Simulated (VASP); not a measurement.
# GW on SiC (Moissanite 3C), part 3 of 5

How does the gap of SiC (Moissanite 3C) change from the starting functional to GW? The cell is of the zinc-blende type, one of the forms listed for this formula. The start is a cell from a database of measured crystal structures.

VASP 6.6.1, plane waves and PAW; the level of theory is named at each step.

So far, quasiparticle gap on the mesh (eV): step 3 (G0W0, functional PBE, start PBE, G0W0 on PBE) 2.07; step 7 (G0W0, functional HSE with 0.08 exact exchange, start HSE with 0.08 exact …) 2.20.

### 10. G0W0, functional HSE with 0.16 exact exchange, start HSE with 0.16 exact exchange

This step: G0W0 on HSE with 0.16 exact exchange; plane waves and PAW (Si_GW, C_GW) (VASP 6.6.1).

G0W0 keeps orbitals and screening fixed and shifts each of the lowest NBANDSGW levels once.

INCAR reads:

```
SYSTEM = SiC
PREC = Accurate
ENCUT = 440
ISMEAR = 0
SIGMA = 0.01
LREAL = .FALSE.
LHFCALC = .TRUE.
AEXX = 0.16
GGA = PE
LASPH = .TRUE.
NBANDS = 64
PRECFOCK = Fast
HFSCREEN = 0.2
ALGO = EVGW0
NELMGW = 1
ENCUTGW = 120
NOMEGA = 64
NBANDSGW = 16
LWAVE = .FALSE.
LCHARG = .FALSE.
```

POSCAR reads:

```
SiC
1.0
    0.0000000000      2.1790000000      2.1790000000
    2.1790000000      0.0000000000      2.1790000000
    2.1790000000      2.1790000000      0.0000000000
Si C
1 1
Direct
    0.0000000000      0.0000000000      0.0000000000
    0.7500000000      0.7500000000      0.7500000000
```

KPOINTS reads:

```
Automatic mesh
0
Gamma
6 6 6
0 0 0
```

PAW data sets: Si_GW and C_GW (PBE family, release 64).

The run starts from files that an earlier step left in the folder.

Command:

```sh
$ mpirun -np 8 vasp_std
```

Output:

```text
[banner, memory and clock lines left out]
running    8 mpi-ranks, on    1 nodes
[...]
[... a notice as in an earlier step ...]

 [... a notice as in an earlier step ...]

 LDA part: xc-table for (Slater+PW92), standard interpolation
 found WAVECAR, reading the header
 POSCAR, INCAR and KPOINTS ok, starting setup
[...]
reading WAVECAR
 the WAVECAR file was read successfully
 initial charge from wavefunction
 available memory per node:     66.27 GB, setting MAXMEM to     67857

 The Fermi energy was updated, please check that it is located mid-gap
 values below the HOMO (VB) or above the LUMO (CB) will cause erroneous energies
 E-fermi :   8.3377

 calculate exact exchange contribution
 the WAVEDER file was read successfully
energies w=
    0.000    0.000    0.645    0.000    1.288    0.000    1.929    0.000
    2.565    0.000    3.196    0.000    3.820    0.000    4.438    0.000
    5.047    0.000    5.648    0.000    6.241    0.000    6.826    0.000
[...]
total number of BLAS operations        112.27 Gflops
NQ=  12   -0.3333    0.3333    0.0000,
|.........|.........|.........|.........|.........|.........|.........|.........
 performed       4038000 updates of chi_q(r,r)
 total number of BLAS operations        124.54 Gflops
NQ=  13    0.5000    0.5000    0.0000,
|.........|.........|.........|.........|.........|.........|.........|.........
 performed       4235000 updates of chi_q(r,r)
 total number of BLAS operations        131.02 Gflops
NQ=  14    0.5000    0.3333    0.1667,
|.........|.........|.........|.........|.........|.........|.........|.........
 performed       4748000 updates of chi_q(r,r)
 total number of BLAS operations        146.81 Gflops
NQ=  15   -0.3333    0.3333    0.1667,
|.........|.........|.........|.........|.........|.........|.........|.........
 performed       5228000 updates of chi_q(r,r)
 total number of BLAS operations        161.58 Gflops
NQ=  16   -0.3333    0.5000    0.1667,
|.........|.........|.........|.........|.........|.........|.........|.........
 performed       5616000 updates of chi_q(r,r)
 total number of BLAS operations        173.53 Gflops
 resolving degeneracies of screened two electron integrals

 calculate QP shifts <psi_nk| G(iteration)W_0 |psi_nk>: iteration 1
 entering main loop
```

The job ended after 57 s (8 MPI ranks of Intel Xeon Platinum 8488C (Sapphire Rapids), shared host; peak memory 1.9 GiB).

From OUTCAR (step 10):

```text
 QP shifts <psi_nk| G(iteration)W_0 |psi_nk>: iteration 1
 for sc-GW calculations column KS-energies equals QP-energies in previous step
 and V_xc(KS)=  KS-energies - (<T + V_ion + V_H > + <T+V_H+V_ion>^1  + <V_x>^1)
 k-point   1 :       0.0000    0.0000    0.0000
  band No.  KS-energies  QP-energies   sigma(KS)   V_xc(KS)     V^pw_x(r,r')   Z            occupation Imag(sigma)
      1      -9.0457      -9.1159     -14.2697     -14.1738     -21.7225       0.7313       2.0000       1.3065
      2       7.3816       7.1816     -15.4275     -15.1783     -17.4680       0.8029       2.0000       0.0487
      3       7.3816       7.1816     -15.4275     -15.1783     -17.4680       0.8029       2.0000       0.0487
      4       7.3816       7.1816     -15.4275     -15.1783     -17.4680       0.8029       2.0000       0.0487
      5      14.4410      14.8222     -12.1607     -12.6403      -7.2628       0.7951       0.0000      -0.0861
      6      15.5043      15.9011     -10.5867     -11.0783      -5.7292       0.8074       0.0000      -0.0834
      7      15.5043      15.9011     -10.5867     -11.0783      -5.7292       0.8074       0.0000      -0.0834
      8      15.5043      15.9011     -10.5867     -11.0783      -5.7292       0.8074       0.0000      -0.0834
    ...

[... 2 parts as in an earlier step ...]

[... 1 further part left out ...]
[key lines of the parts left out:]
E-fermi :   8.3377
```

GW takes the gap from 1.912 to 2.321 eV. That is +250 meV against G0W0 on PBE. The value holds for 64 bands, ENCUTGW = 120 eV and this mesh, and isn't shown to be converged in them.

### 11. Another starting point, functional HSE with 0.25 exact exchange

This step: HSE with 0.25 exact exchange; plane waves and PAW (Si_GW, C_GW) (VASP 6.6.1).

To see how much the result owes to its start, the ground state is made again with HSE with 0.25 exact exchange. EDIFF is tight for accurate orbitals, and a narrow smearing avoids fractional occupations.

INCAR reads:

```
SYSTEM = SiC
PREC = Accurate
ENCUT = 440
EDIFF = 1E-08
NELM = 100
ISMEAR = 0
SIGMA = 0.01
LREAL = .FALSE.
ALGO = Normal
LHFCALC = .TRUE.
AEXX = 0.25
GGA = PE
LASPH = .TRUE.
NBANDS = 10
PRECFOCK = Fast
LORBIT = 11
LWAVE = .TRUE.
LCHARG = .FALSE.
KPAR = 8
HFSCREEN = 0.2
```

POSCAR is that of step 10.

KPOINTS is that of step 10.

Command:

```sh
$ mpirun -np 8 vasp_std
```

Output:

```text
[... set-up lines as in an earlier step ...]
 entering main loop
       N       E                     dE             d eps       ncg     rms          rms(c)
DAV:   1    -0.174197962749E+02   -0.17420E+02   -0.29623E-01   388   0.582E+00    0.256E-01
DAV:   2    -0.174211083325E+02   -0.13121E-02   -0.37309E-03   368   0.462E-01    0.173E-01
DAV:   3    -0.174206358023E+02    0.47253E-03   -0.27321E-04   458   0.142E-01    0.103E-01
DAV:   4    -0.174204716098E+02    0.16419E-03   -0.74029E-05   432   0.839E-02    0.611E-02
[...]
DAV:  12    -0.174203930164E+02    0.13119E-06   -0.70449E-09   182   0.105E-03    0.889E-04
DAV:  13    -0.174203929875E+02    0.28933E-07   -0.35740E-09   178   0.616E-04    0.525E-04
DAV:  14    -0.174203929903E+02   -0.28538E-08   -0.16018E-09   172   0.446E-04
   1 F= -.17420393E+02 E0= -.17420393E+02  d E =-.136615E-39
 writing wavefunctions
```

Wall time 55 s (8 MPI ranks); peak memory 1.8 GiB; 7.2 min of CPU time.

OUTCAR, selected parts (step 11):

```text
 POSITION                                       TOTAL-FORCE (eV/Angst)
 -----------------------------------------------------------------------------------
      0.00000      0.00000      0.00000         0.000000     -0.000000     -0.000000
      3.26850      3.26850      3.26850        -0.000000      0.000000      0.000000
 -----------------------------------------------------------------------------------
    total drift:                               -0.000001      0.000000     -0.000000

  FREE ENERGIE OF THE ION-ELECTRON SYSTEM (eV)
  ---------------------------------------------------
  free  energy   TOTEN  =       -17.4203929903 eV

  energy  without entropy=      -17.4203929903  energy(sigma->0) =      -17.42039299

[... 2 parts as in an earlier step ...]

[... 1 further part left out ...]
[key lines of the parts left out:]
E-fermi :   7.2395
```

### 12. Empty bands, functional HSE with 0.25 exact exchange

ALGO = Exact makes the empty bands from the converged ground state in one step. LOPTICS writes the k-derivatives of the orbitals (WAVEDER), which give the long-wavelength limit of the screening.

INCAR reads:

```
SYSTEM = SiC
PREC = Accurate
ENCUT = 440
ISMEAR = 0
SIGMA = 0.01
LREAL = .FALSE.
LHFCALC = .TRUE.
AEXX = 0.25
GGA = PE
LASPH = .TRUE.
NBANDS = 64
PRECFOCK = Fast
HFSCREEN = 0.2
ALGO = Exact
NELM = 1
LWAVE = .TRUE.
LCHARG = .FALSE.
LOPTICS = .TRUE.
NEDOS = 1000
CSHIFT = 0.1
```

POSCAR is that of step 11.

KPOINTS is that of step 11.

The WAVECAR or CHGCAR of an earlier step is read.

Command:

```sh
$ mpirun -np 8 vasp_std
```

Output:

```text
[... set-up lines as in an earlier step ...]
 entering main loop
       N       E                     dE             d eps       ncg     rms          rms(c)
DIA:   1    -0.174203930052E+02   -0.17420E+02    0.00000E+00     0   0.000E+00
   1 F= -.17420393E+02 E0= -.17420393E+02  d E =-.815389E-25
 writing wavefunctions
 optical routines
 imaginary and real dielectric function
 recalculating local potential from charge density
 direction            1
 direction            2
 direction            3
```

It took 6.1 min on 8 MPI ranks; peak memory 1.9 GiB; 49 min of CPU time.

OUTCAR, selected parts (step 12):

```text
 POSITION                                       TOTAL-FORCE (eV/Angst)
 -----------------------------------------------------------------------------------
      0.00000      0.00000      0.00000        -0.000000      0.000000      0.000000
      3.26850      3.26850      3.26850         0.000000     -0.000000     -0.000000
 -----------------------------------------------------------------------------------
    total drift:                               -0.000001      0.000000     -0.000000

  FREE ENERGIE OF THE ION-ELECTRON SYSTEM (eV)
  ---------------------------------------------------
  free  energy   TOTEN  =       -17.4203930052 eV

  energy  without entropy=      -17.4203930052  energy(sigma->0) =      -17.42039301

[... 2 parts as in an earlier step ...]

[... 1 further part left out ...]
[key lines of the parts left out:]
E-fermi :   7.2183
```

### 13. G0W0, functional HSE with 0.25 exact exchange, start HSE with 0.25 exact exchange

This step: G0W0 on HSE with 0.25 exact exchange; plane waves and PAW (Si_GW, C_GW) (VASP 6.6.1).

G0W0 keeps orbitals and screening fixed and shifts each of the lowest NBANDSGW levels once.

INCAR reads:

```
SYSTEM = SiC
PREC = Accurate
ENCUT = 440
ISMEAR = 0
SIGMA = 0.01
LREAL = .FALSE.
LHFCALC = .TRUE.
AEXX = 0.25
GGA = PE
LASPH = .TRUE.
NBANDS = 64
PRECFOCK = Fast
HFSCREEN = 0.2
ALGO = EVGW0
NELMGW = 1
ENCUTGW = 120
NOMEGA = 64
NBANDSGW = 16
LWAVE = .FALSE.
LCHARG = .FALSE.
```

POSCAR is that of step 12.

KPOINTS is that of step 12.

The run starts from files that an earlier step left in the folder.

Command:

```sh
$ mpirun -np 8 vasp_std
```

Output:

```text
[banner, memory and clock lines left out]
running    8 mpi-ranks, on    1 nodes
[...]
[... a notice as in an earlier step ...]

 [... a notice as in an earlier step ...]

 LDA part: xc-table for (Slater+PW92), standard interpolation
 found WAVECAR, reading the header
 POSCAR, INCAR and KPOINTS ok, starting setup
[...]
reading WAVECAR
 the WAVECAR file was read successfully
 initial charge from wavefunction
 available memory per node:     66.66 GB, setting MAXMEM to     68262

 The Fermi energy was updated, please check that it is located mid-gap
 values below the HOMO (VB) or above the LUMO (CB) will cause erroneous energies
 E-fermi :   8.2708

 calculate exact exchange contribution
 the WAVEDER file was read successfully
energies w=
    0.000    0.000    0.665    0.000    1.328    0.000    1.988    0.000
    2.644    0.000    3.294    0.000    3.938    0.000    4.574    0.000
    5.202    0.000    5.822    0.000    6.433    0.000    7.036    0.000
[...]
total number of BLAS operations        112.27 Gflops
NQ=  12   -0.3333    0.3333    0.0000,
|.........|.........|.........|.........|.........|.........|.........|.........
 performed       4038000 updates of chi_q(r,r)
 total number of BLAS operations        124.54 Gflops
NQ=  13    0.5000    0.5000    0.0000,
|.........|.........|.........|.........|.........|.........|.........|.........
 performed       4235000 updates of chi_q(r,r)
 total number of BLAS operations        131.02 Gflops
NQ=  14    0.5000    0.3333    0.1667,
|.........|.........|.........|.........|.........|.........|.........|.........
 performed       4748000 updates of chi_q(r,r)
 total number of BLAS operations        146.81 Gflops
NQ=  15   -0.3333    0.3333    0.1667,
|.........|.........|.........|.........|.........|.........|.........|.........
 performed       5228000 updates of chi_q(r,r)
 total number of BLAS operations        161.58 Gflops
NQ=  16   -0.3333    0.5000    0.1667,
|.........|.........|.........|.........|.........|.........|.........|.........
 performed       5616000 updates of chi_q(r,r)
 total number of BLAS operations        173.53 Gflops
 resolving degeneracies of screened two electron integrals

 calculate QP shifts <psi_nk| G(iteration)W_0 |psi_nk>: iteration 1
 entering main loop
```

The job ended after 51 s (8 MPI ranks; peak memory 1.9 GiB; 6.7 min of CPU time).

Parts of OUTCAR (step 13):

```text
 QP shifts <psi_nk| G(iteration)W_0 |psi_nk>: iteration 1
 for sc-GW calculations column KS-energies equals QP-energies in previous step
 and V_xc(KS)=  KS-energies - (<T + V_ion + V_H > + <T+V_H+V_ion>^1  + <V_x>^1)
 k-point   1 :       0.0000    0.0000    0.0000
  band No.  KS-energies  QP-energies   sigma(KS)   V_xc(KS)     V^pw_x(r,r')   Z            occupation Imag(sigma)
      1      -9.8394      -9.3948     -14.3802     -14.9813     -21.7373       0.7398       2.0000       1.2829
      2       7.1488       7.0998     -15.4584     -15.3979     -17.4903       0.8107       2.0000       0.0474
      3       7.1488       7.0998     -15.4584     -15.3979     -17.4903       0.8107       2.0000       0.0474
      4       7.1488       7.0998     -15.4584     -15.3979     -17.4903       0.8107       2.0000       0.0474
      5      14.6906      14.9259     -12.0425     -12.3355      -7.1904       0.8033       0.0000      -0.0852
      6      15.7475      16.0032     -10.5040     -10.8177      -5.7137       0.8151       0.0000      -0.0818
      7      15.7475      16.0032     -10.5040     -10.8177      -5.7137       0.8151       0.0000      -0.0818
      8      15.7475      16.0032     -10.5040     -10.8177      -5.7137       0.8151       0.0000      -0.0818
    ...

[... 2 parts as in an earlier step ...]

[... 1 further part left out ...]
[key lines of the parts left out:]
E-fermi :   8.2708
```

GW takes the gap from 2.244 to 2.461 eV. That is +390 meV against G0W0 on PBE. The value holds for 64 bands, ENCUTGW = 120 eV and this mesh, and isn't shown to be converged in them.

### 14. Another starting point, functional HSE with 0.33 exact exchange

This step: HSE with 0.33 exact exchange; plane waves and PAW (Si_GW, C_GW) (VASP 6.6.1).

To see how much the result owes to its start, the ground state is made again with HSE with 0.33 exact exchange. A small SIGMA keeps every occupation at zero or full.

INCAR reads:

```
SYSTEM = SiC
PREC = Accurate
ENCUT = 440
EDIFF = 1E-08
NELM = 100
ISMEAR = 0
SIGMA = 0.01
LREAL = .FALSE.
ALGO = Normal
LHFCALC = .TRUE.
AEXX = 0.33
GGA = PE
LASPH = .TRUE.
NBANDS = 10
PRECFOCK = Fast
LORBIT = 11
LWAVE = .TRUE.
LCHARG = .FALSE.
KPAR = 8
HFSCREEN = 0.2
```

POSCAR is that of step 13.

KPOINTS is that of step 13.

Command:

```sh
$ mpirun -np 8 vasp_std
```

Output:

```text
[... set-up lines as in an earlier step ...]
 entering main loop
       N       E                     dE             d eps       ncg     rms          rms(c)
DAV:   1    -0.181954580568E+02   -0.18195E+02   -0.50373E-01   388   0.768E+00    0.331E-01
DAV:   2    -0.181987152828E+02   -0.32572E-02   -0.76659E-03   374   0.648E-01    0.229E-01
DAV:   3    -0.181978096523E+02    0.90563E-03   -0.56110E-04   414   0.203E-01    0.137E-01
DAV:   4    -0.181974858510E+02    0.32380E-03   -0.16637E-04   434   0.122E-01    0.809E-02
[...]
DAV:  15    -0.181973322967E+02    0.22528E-07   -0.95980E-10   172   0.337E-04    0.216E-04
DAV:  16    -0.181973322830E+02    0.13618E-07   -0.59118E-10   168   0.246E-04    0.126E-04
DAV:  17    -0.181973322753E+02    0.77147E-08   -0.18966E-10   166   0.169E-04
   1 F= -.18197332E+02 E0= -.18197332E+02  d E =-.831410E-35
 writing wavefunctions
```

Elapsed: 69 s, on 8 MPI ranks; peak memory 1.8 GiB.

From OUTCAR (step 14):

```text
  FREE ENERGIE OF THE ION-ELECTRON SYSTEM (eV)
  ---------------------------------------------------
  free  energy   TOTEN  =       -18.1973322753 eV

  energy  without entropy=      -18.1973322753  energy(sigma->0) =      -18.19733228

[... 3 parts as in an earlier step ...]

[... 1 further part left out ...]
[key lines of the parts left out:]
E-fermi :   7.0219
```

### 15. Empty bands, functional HSE with 0.33 exact exchange

The next step needs empty bands that the ground-state run didn't converge, so the Hamiltonian is diagonalised exactly for NBANDS bands, in a single step. LOPTICS writes the k-derivatives of the orbitals (WAVEDER), which give the long-wavelength limit of the screening.

INCAR reads:

```
SYSTEM = SiC
PREC = Accurate
ENCUT = 440
ISMEAR = 0
SIGMA = 0.01
LREAL = .FALSE.
LHFCALC = .TRUE.
AEXX = 0.33
GGA = PE
LASPH = .TRUE.
NBANDS = 64
PRECFOCK = Fast
HFSCREEN = 0.2
ALGO = Exact
NELM = 1
LWAVE = .TRUE.
LCHARG = .FALSE.
LOPTICS = .TRUE.
NEDOS = 1000
CSHIFT = 0.1
```

POSCAR is that of step 14.

KPOINTS is that of step 14.

The run starts from files that an earlier step left in the folder.

Command:

```sh
$ mpirun -np 8 vasp_std
```

Output:

```text
[... set-up lines as in an earlier step ...]
 entering main loop
       N       E                     dE             d eps       ncg     rms          rms(c)
DIA:   1    -0.181973322709E+02   -0.18197E+02    0.00000E+00     0   0.000E+00
   1 F= -.18197332E+02 E0= -.18197332E+02  d E =-.997977E-96
 writing wavefunctions
 optical routines
 imaginary and real dielectric function
 recalculating local potential from charge density
 direction            1
 direction            2
 direction            3
```

It took 5.8 min on 8 MPI ranks; peak memory 1.9 GiB; 46 min of CPU time.

Parts of OUTCAR (step 15):

```text
  FREE ENERGIE OF THE ION-ELECTRON SYSTEM (eV)
  ---------------------------------------------------
  free  energy   TOTEN  =       -18.1973322709 eV

  energy  without entropy=      -18.1973322709  energy(sigma->0) =      -18.19733227

[... 3 parts as in an earlier step ...]

[... 1 further part left out ...]
[key lines of the parts left out:]
E-fermi :   7.0829
```

(Part 3 of 5 ends here.)

[Lines on the potential files, build, host, timing and source positions are cut from VASP's logs without a mark.]

[Logs are printed without paths, hosts, clocks, repeated set-up lines and the standing remarks that a program may print on its own settings, such as how far it seeks lower states.]

[Hosts, paths, dates, database ids (printed as entryN), source tags and the programs' standing remarks are cut or masked in the printed files.]

[Pressures printed for these runs are not shown converged in the cutoff: they can be off by several GPa and have the wrong sign.]
